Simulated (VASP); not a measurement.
Data:

```xyz
2
Lattice="0.0000 2.7132 2.7132 2.7132 0.0000 2.7132 2.7132 2.7132 0.0000" Properties=species:S:1:pos:R:3 pbc="T T T"
Cu     2.7132     5.4264     2.7132
Cl     1.3566     1.3566     1.3566
```

All values below come from PBE GGA, VASP's PBE PAW potentials (set 64) (plane waves; VASP). Settings: 520 eV cut-off, Gaussian smearing of 0.050 eV, potentials Cu Cl.

Question: Estimate the band gap (along the path) with the smallest direct gap where there is one.

Answer: 
```json
{
  "band gap (along the path)": "0.53 eV",
  "smallest direct gap (along the path)": "0.53 eV"
}
```

The absolute energy has meaning only against runs of the same code, potentials and settings.

The compound is CuCl in the zinc blende structure. It was relaxed first.
